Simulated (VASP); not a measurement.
OSZICAR of a VASP run on BN:

### OSZICAR
```
...
DAV:   1    -0.142883337666E+03   -0.56546E+00   -0.57503E+01  1640   0.401E+01    0.154E+00
DAV:   2    -0.142914658922E+03   -0.31321E-01   -0.77001E-01  2024   0.465E+00    0.104E+00
DAV:   3    -0.142903433810E+03    0.11225E-01   -0.43427E-02  2136   0.134E+00    0.563E-01
DAV:   4    -0.142902902730E+03    0.53108E-03   -0.16299E-02  1992   0.781E-01    0.190E-01
DAV:   5    -0.142903162109E+03   -0.25938E-03   -0.26092E-03  2000   0.281E-01    0.898E-02
DAV:   6    -0.142903139450E+03    0.22659E-04   -0.16728E-04  2040   0.737E-02    0.388E-02
DAV:   7    -0.142903143946E+03   -0.44959E-05   -0.49620E-05  1984   0.392E-02
   3 F= -.14290314E+03 E0= -.14290314E+03  d E =-.181845E+01
       N       E                     dE             d eps       ncg     rms          rms(c)
DAV:   1    -0.142903719315E+03   -0.57986E-03   -0.73379E-02  1720   0.144E+00    0.558E-02
DAV:   2    -0.142903767244E+03   -0.47928E-04   -0.10011E-03  2032   0.169E-01    0.378E-02
DAV:   3    -0.142903758813E+03    0.84307E-05   -0.64811E-05  2040   0.552E-02    0.198E-02
DAV:   4    -0.142903773135E+03   -0.14322E-04   -0.27040E-05  1750   0.333E-02    0.722E-03
DAV:   5    -0.142903784584E+03   -0.11449E-04   -0.45363E-06  1258   0.125E-02    0.407E-03
DAV:   6    -0.142903794549E+03   -0.99658E-05   -0.13804E-06  1247   0.541E-03
   4 F= -.14290379E+03 E0= -.14290379E+03  d E =-.181910E+01
       N       E                     dE             d eps       ncg     rms          rms(c)
DAV:   1    -0.143074947839E+03   -0.17116E+00   -0.23631E+01  1646   0.256E+01    0.149E+00
DAV:   2    -0.143121218429E+03   -0.46271E-01   -0.61755E-01  2016   0.419E+00    0.802E-01
DAV:   3    -0.143114390433E+03    0.68280E-02   -0.21402E-02  2048   0.958E-01    0.469E-01
DAV:   4    -0.143113429776E+03    0.96066E-03   -0.11523E-02  2000   0.621E-01    0.156E-01
DAV:   5    -0.143113412337E+03    0.17439E-04   -0.16593E-03  2031   0.258E-01    0.696E-02
DAV:   6    -0.143113449537E+03   -0.37200E-04   -0.25296E-04  1975   0.900E-02    0.328E-02
DAV:   7    -0.143113449906E+03   -0.36937E-06   -0.68689E-05  1807   0.449E-02
   5 F= -.14311345E+03 E0= -.14311345E+03  d E =-.209655E+00
       N       E                     dE             d eps       ncg     rms          rms(c)
DAV:   1    -0.143113490192E+03   -0.40655E-04   -0.24480E-03  1867   0.262E-01    0.152E-02
DAV:   2    -0.143113508103E+03   -0.17911E-04   -0.60025E-05  1956   0.416E-02    0.888E-03
DAV:   3    -0.143113520231E+03   -0.12128E-04   -0.26605E-06  1296   0.105E-02    0.480E-03
DAV:   4    -0.143113538019E+03   -0.17788E-04   -0.34564E-06  1303   0.828E-03    0.172E-03
DAV:   5    -0.143113548198E+03   -0.10179E-04   -0.10581E-06  1246   0.473E-03    0.112E-03
DAV:   6    -0.143113557449E+03   -0.92504E-05   -0.12576E-06  1254   0.418E-03
   6 F= -.14311356E+03 E0= -.14311356E+03  d E =-.209763E+00
       N       E                     dE             d eps       ncg     rms          rms(c)
DAV:   1    -0.143131715305E+03   -0.18167E-01   -0.99794E+00  1668   0.164E+01    0.707E-01
DAV:   2    -0.143137530154E+03   -0.58148E-02   -0.19032E-01  2008   0.236E+00    0.447E-01
DAV:   3    -0.143133326075E+03    0.42041E-02   -0.82770E-03  2056   0.614E-01    0.245E-01
DAV:   4    -0.143132277897E+03    0.10482E-02   -0.40071E-03  1984   0.415E-01    0.813E-02
DAV:   5    -0.143132322221E+03   -0.44324E-04   -0.10189E-03  2104   0.186E-01    0.515E-02
DAV:   6    -0.143132310820E+03    0.11401E-04   -0.92452E-05  2016   0.530E-02    0.266E-02
DAV:   7    -0.143132306024E+03    0.47953E-05   -0.18285E-05  1528   0.281E-02
   7 F= -.14313231E+03 E0= -.14313231E+03  d E =-.187486E-01
       N       E                     dE             d eps       ncg     rms          rms(c)
DAV:   1    -0.143137312736E+03   -0.50019E-02   -0.97869E-01  1662   0.521E+00    0.228E-01
DAV:   2    -0.143137938907E+03   -0.62617E-03   -0.19256E-02  1999   0.750E-01    0.146E-01
DAV:   3    -0.143137570615E+03    0.36829E-03   -0.75570E-04  1999   0.185E-01    0.889E-02
DAV:   4    -0.143137472240E+03    0.98375E-04   -0.41103E-04  1923   0.137E-01    0.296E-02
DAV:   5    -0.143137488214E+03   -0.15974E-04   -0.12184E-04  2007   0.639E-02    0.171E-02
DAV:   6    -0.143137491489E+03   -0.32746E-05   -0.96632E-06  1323   0.181E-02
   8 F= -.14313749E+03 E0= -.14313749E+03  d E =-.239340E-01
       N       E                     dE             d eps       ncg     rms          rms(c)
DAV:   1    -0.143144320717E+03   -0.68325E-02   -0.22688E+00  1640   0.821E+00    0.303E-01
DAV:   2    -0.143146004120E+03   -0.16834E-02   -0.38673E-02  2007   0.108E+00    0.194E-01
DAV:   3    -0.143145526641E+03    0.47748E-03   -0.28370E-03  2024   0.381E-01    0.125E-01
DAV:   4    -0.143145445870E+03    0.80771E-04   -0.87490E-04  1958   0.178E-01    0.657E-02
DAV:   5    -0.143145423383E+03    0.22486E-04   -0.99900E-05  1967   0.963E-02    0.230E-02
DAV:   6    -0.143145433288E+03   -0.99045E-05   -0.72710E-05  1982   0.580E-02
   9 F= -.14314543E+03 E0= -.14314543E+03  d E =-.794180E-02
       N       E                     dE             d eps       ncg     rms          rms(c)
DAV:   1    -0.143145543913E+03   -0.12053E-03   -0.30227E-02  1683   0.948E-01    0.368E-02
DAV:   2    -0.143145565177E+03   -0.21264E-04   -0.51674E-04  2006   0.126E-01    0.241E-02
DAV:   3    -0.143145559128E+03    0.60495E-05   -0.40589E-05  1800   0.448E-02    0.154E-02
DAV:   4    -0.143145559080E+03    0.48001E-07   -0.10852E-05  1355   0.205E-02
  10 F= -.14314556E+03 E0= -.14314556E+03  d E =-.806759E-02
       N       E                     dE             d eps       ncg     rms          rms(c)
DAV:   1    -0.143148785327E+03   -0.32262E-02   -0.98945E-01  1644   0.543E+00    0.194E-01
DAV:   2    -0.143149748382E+03   -0.96306E-03   -0.17044E-02  2007   0.702E-01    0.120E-01
DAV:   3    -0.143149497991E+03    0.25039E-03   -0.67961E-04  2095   0.208E-01    0.721E-02
DAV:   4    -0.143149422259E+03    0.75732E-04   -0.34760E-04  1980   0.156E-01    0.239E-02
DAV:   5    -0.143149437938E+03   -0.15678E-04   -0.16383E-04  1966   0.712E-02    0.180E-02
DAV:   6    -0.143149437798E+03    0.13980E-06   -0.65640E-06  1327   0.154E-02
  11 F= -.14314944E+03 E0= -.14314944E+03  d E =-.387872E-02
       N       E                     dE             d eps       ncg     rms          rms(c)
DAV:   1    -0.143149524958E+03   -0.87021E-04   -0.40734E-02  1650   0.110E+00    0.417E-02
DAV:   2    -0.143149565149E+03   -0.40190E-04   -0.71368E-04  2008   0.143E-01    0.245E-02
DAV:   3    -0.143149554365E+03    0.10784E-04   -0.26925E-05  1616   0.441E-02    0.147E-02
DAV:   4    -0.143149551934E+03    0.24310E-05   -0.20874E-05  1536   0.377E-02
  12 F= -.14314955E+03 E0= -.14314955E+03  d E =-.399285E-02
       N       E                     dE             d eps       ncg     rms          rms(c)
DAV:   1    -0.143151887586E+03   -0.23332E-02   -0.72956E-01  1640   0.469E+00    0.159E-01
DAV:   2    -0.143152743369E+03   -0.85578E-03   -0.12396E-02  2040   0.563E-01    0.100E-01
DAV:   3    -0.143152631088E+03    0.11228E-03   -0.39298E-04  2040   0.124E-01    0.592E-02
DAV:   4    -0.143152596145E+03    0.34942E-04   -0.20587E-04  2023   0.882E-02    0.175E-02
DAV:   5    -0.143152598396E+03   -0.22507E-05   -0.35636E-05  1518   0.370E-02
  13 F= -.14315260E+03 E0= -.14315260E+03  d E =-.304646E-02
       N       E                     dE             d eps       ncg     rms          rms(c)
DAV:   1    -0.143152888995E+03   -0.29285E-03   -0.15320E-01  1642   0.215E+00    0.748E-02
DAV:   2    -0.143153080569E+03   -0.19157E-03   -0.26491E-03  2048   0.260E-01    0.456E-02
DAV:   3    -0.143153059111E+03    0.21459E-04   -0.82659E-05  2000   0.568E-02    0.273E-02
DAV:   4    -0.143153052501E+03    0.66098E-05   -0.40813E-05  1870   0.384E-02
  14 F= -.14315305E+03 E0= -.14315305E+03  d E =-.350057E-02
       N       E                     dE             d eps       ncg     rms          rms(c)
DAV:   1    -0.143154135522E+03   -0.10764E-02   -0.29388E-01  1642   0.298E+00    0.102E-01
DAV:   2    -0.143154528185E+03   -0.39266E-03   -0.53854E-03  2047   0.378E-01    0.678E-02
DAV:   3    -0.143154467822E+03    0.60363E-04   -0.14193E-04  2021   0.880E-02    0.411E-02
DAV:   4    -0.143154451847E+03    0.15975E-04   -0.17803E-04  1915   0.871E-02    0.117E-02
DAV:   5    -0.143154452987E+03   -0.11406E-05   -0.37233E-05  1597   0.374E-02
  15 F= -.14315445E+03 E0= -.14315445E+03  d E =-.140049E-02
       N       E                     dE             d eps       ncg     rms          rms(c)
DAV:   1    -0.143154513305E+03   -0.61458E-04   -0.16654E-02  1651   0.710E-01    0.269E-02
DAV:   2    -0.143154539127E+03   -0.25822E-04   -0.32773E-04  2096   0.924E-02    0.159E-02
DAV:   3    -0.143154536574E+03    0.25532E-05   -0.72902E-06  1352   0.206E-02    0.937E-03
DAV:   4    -0.143154536570E+03    0.46630E-08   -0.10203E-05  1238   0.203E-02
  16 F= -.14315454E+03 E0= -.14315454E+03  d E =-.148407E-02
       N       E                     dE             d eps       ncg     rms          rms(c)
DAV:   1    -0.143154850271E+03   -0.31370E-03   -0.89909E-02  1644   0.164E+00    0.667E-02
DAV:   2    -0.143154983479E+03   -0.13321E-03   -0.18252E-03  1999   0.217E-01    0.388E-02
DAV:   3    -0.143154966817E+03    0.16662E-04   -0.51441E-05  1760   0.496E-02    0.248E-02
DAV:   4    -0.143154962179E+03    0.46382E-05   -0.37095E-05  1703   0.409E-02
  17 F= -.14315496E+03 E0= -.14315496E+03  d E =-.425609E-03
```

Task: Which electronic solver shows in the log?

Result: It is blocked Davidson (ALGO = Normal, or the opening steps of other solvers). The INCAR had ALGO = Normal.

Task: Can the final energy be trusted as converged?

Result: Self-consistency was reached. It stopped with EDIFF = 1E-5, NELM = 100, NSW = 50 and EDIFFG = -0.03 after 17 ionic steps (PBEsol GGA, plane waves, VASP's PBE PAW potentials (set 64)).

The cell is a thin slab with vacuum, built from BN (zinc blende): (110) face.
